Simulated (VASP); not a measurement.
Level of theory: PBE GGA, VASP's PBE PAW potentials (set 64) (plane waves; VASP).

The input files of a VASP run:

File KPOINTS:
```
Automatic mesh
0
gamma
12 12 12
0 0 0
```

**POSCAR**
```
Sr
1.0
  0.0000000000   3.0096903000   3.0096903000
  3.0096903000   0.0000000000   3.0096903000
  3.0096903000   3.0096903000   0.0000000000
Sr
1
Cart
  0.0000000000   0.0000000000   0.0000000000
```

**INCAR**
```
SIGMA = 0.1   # width (eV)
ISIF = 2   # forces and stress, cell fixed
ALGO = Fast
IBRION = 2
NELMIN = 4
SYSTEM = Sr
EDIFFG = -0.03
LREAL = F
NSW = 20
GGA = PE
LCHARG = F
LMAXMIX = 4   # l cut-off of mixed one-centre charges
LWAVE = F
NELM = 100   # most electronic steps
LASPH = T
ISMEAR = 1   # Methfessel-Paxton
EDIFF = 1E-5
PREC = Normal
ENCUT = 400
```

POTCAR, in this order: Sr_sv (PBE.64 set). Program: vasp_std.

The run wrote:

### OUTCAR
```
 ion  position               nearest neighbor table
   1  0.000  0.000  0.000-
  LATTYP: Found a face centered cubic cell.
 ALAT       =     6.0193806000
 Subroutine PRICEL returns:
 Original cell was already a primitive cell.
 Subroutine GETGRP returns: Found 48 space group operations
The static configuration has the point symmetry O_h .
The dynamic configuration has the point symmetry O_h .
 Subroutine INISYM returns: Found 48 space group operations
 Subroutine IBZKPT returns following result:
 Found     72 irreducible k-points:

 Following reciprocal coordinates:
            Coordinates               Weight
  0.000000  0.000000  0.000000      1.000000
  0.083333  0.000000  0.000000      8.000000
  0.166667  0.000000  0.000000      8.000000
  0.250000  0.000000  0.000000      8.000000
  0.333333  0.000000  0.000000      8.000000
  0.416667  0.000000  0.000000      8.000000
  0.500000  0.000000  0.000000      4.000000
  0.083333  0.083333  0.000000      6.000000
  0.166667  0.083333  0.000000     24.000000
  0.250000  0.083333  0.000000     24.000000
...
```

File OSZICAR:
```
       N       E                     dE             d eps       ncg     rms          rms(c)
DAV:   1     0.301888810446E+02    0.30189E+02   -0.43436E+03  1305   0.789E+02
DAV:   2    -0.405237880493E+00   -0.30594E+02   -0.30242E+02  1499   0.148E+02
DAV:   3    -0.159669294011E+01   -0.11915E+01   -0.11830E+01  1928   0.241E+01
DAV:   4    -0.163501732617E+01   -0.38324E-01   -0.38298E-01  1942   0.389E+00
DAV:   5    -0.163547077513E+01   -0.45345E-03   -0.45335E-03  1967   0.329E-01    0.111E+01
RMM:   6    -0.163541898231E+01    0.51793E-04   -0.58812E-03  1296   0.106E+00    0.632E+00
RMM:   7    -0.163544080015E+01   -0.21818E-04   -0.11533E-02  1296   0.151E+00    0.266E-01
RMM:   8    -0.163550529484E+01   -0.64495E-04   -0.26115E-03  1479   0.370E-01    0.591E-02
RMM:   9    -0.163556559832E+01   -0.60303E-04   -0.51761E-04  1332   0.118E-01    0.520E-02
RMM:  10    -0.163559994413E+01   -0.34346E-04   -0.14792E-04  1378   0.791E-02    0.113E-01
RMM:  11    -0.163559773077E+01    0.22134E-05   -0.65705E-05  1145   0.543E-02
   1 F= -.16355977E+01 E0= -.16354041E+01  d E =-.163560E+01
```

**OUTCAR**
```
------------------------ aborting loop because EDIFF is reached ----------------------------------------
  FORCE on cell =-STRESS in cart. coord.  units (eV):
  Direction    XX          YY          ZZ          XY          YZ          ZX
  --------------------------------------------------------------------------------------
  Total       -0.0078581     -0.0078581     -0.0078581     -0.0000000     -0.0000000      0.0000000
  in kB       -0.2309052     -0.2309052     -0.2309052     -0.0000000     -0.0000000      0.0000000
  external PRESSURE =      -0.2309052 kB  Pullay stress =       0.0000000 kB
  volume of cell :       54.52
      direct lattice vectors                 reciprocal lattice vectors
     0.000000000  3.009690300  3.009690300    -0.166130050  0.166130050  0.166130050
     3.009690300  0.000000000  3.009690300     0.166130050 -0.166130050  0.166130050
     3.009690300  3.009690300  0.000000000     0.166130050  0.166130050 -0.166130050
 POSITION                                       TOTAL-FORCE (eV/Angst)
 -----------------------------------------------------------------------------------
      0.00000      0.00000      0.00000         0.000000     -0.000000      0.000000
 -----------------------------------------------------------------------------------
    total drift:                                0.000000     -0.000000     -0.000000
  FREE ENERGIE OF THE ION-ELECTRON SYSTEM (eV)
  ---------------------------------------------------
  free  energy   TOTEN  =        -1.6355977308 eV

  energy  without entropy=       -1.6350167285  energy(sigma->0) =       -1.63540406

 reached required accuracy - stopping structural energy minimisation
```
(Selected blocks of OUTCAR.)

OUTCAR:
```
 val. band max:        1.6056141400   @ k =  -0.3333   0.3333   0.1667

 cond. band min:       1.6228375571   @ k =  -0.4167   0.2500   0.0000


 Fermi energy:         1.6152924728

 k-point     1 :       0.0000    0.0000    0.0000
  band No.  band energies     occupation
      1     -34.9871      2.00000
      2     -16.8718      2.00000
      3     -16.8718      2.00000
      4     -16.8718      2.00000
      5      -2.0466      2.00000
      6       3.9674      0.00000
      7       3.9674      0.00000
      8       3.9674      0.00000
      9       5.4470      0.00000

 k-point     2 :       0.0833    0.0000    0.0000
  band No.  band energies     occupation
      1     -34.9861      2.00000
      2     -16.8857      2.00000
      3     -16.8736      2.00000
      4     -16.8736      2.00000
      5      -1.9338      2.00000
      6       3.7911      0.00000
      7       4.0209      0.00000
      8       4.0209      0.00000
      9       5.3751      0.00000

 k-point     3 :       0.1667    0.0000    0.0000
  band No.  band energies     occupation
      1     -34.9835      2.00000
      2     -16.9234      2.00000
      3     -16.8787      2.00000
      4     -16.8787      2.00000
      5      -1.6063      2.00000
      6       3.3730     -0.00000
      7       4.1248      0.00000
      8       4.1248      0.00000
      9       5.2728      0.00000

 k-point     4 :       0.2500    0.0000    0.0000
  band No.  band energies     occupation
      1     -34.9799      2.00000
      2     -16.9741      2.00000
      3     -16.8856      2.00000
      4     -16.8856      2.00000
      5      -1.0979      2.00000
      6       2.8793     -0.00000
      7       4.1194      0.00000
      8       4.1194      0.00000
      9       5.3947      0.00000

 k-point     5 :       0.3333    0.0000    0.0000
  band No.  band energies     occupation
      1     -34.9763      2.00000
      2     -17.0242      2.00000
      3     -16.8926      2.00000
...
```

The compound is Sr in the fcc structure. It was relaxed first.
